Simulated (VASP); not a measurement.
Data:

```xyz
2
Lattice="0.0000 2.4938 2.4938 2.4938 0.0000 2.4938 2.4938 2.4938 0.0000" Properties=species:S:1:pos:R:3 pbc="T T T"
Ge     0.0000     0.0000     0.0000
Rh     2.4938     2.4938     2.4938
```

These are PBEsol GGA, VASP's PBE PAW potentials (set 64) (plane waves; VASP) values and carry that method's errors. Numerical set-up: 400 eV cut-off, Gaussian smearing of 0.050 eV, potentials Ge_d Rh_pv.

What does the run give for the band gap (along the path) with the smallest direct gap where there is one?

```
Quantity                                                     Result
-------------------------  ----------------------------------------
band gap (along the path)  none (metal, semimetal or under 0.01 eV)
```

Only differences to runs with the same potentials and settings are physical.

The structure was generated: GeRh was put into the rocksalt type (Fm-3m), which need not be its known phase. It was relaxed first, which changed the volume by -20 %. The electron count is odd and the run is not spin-polarised, which forces a metal.
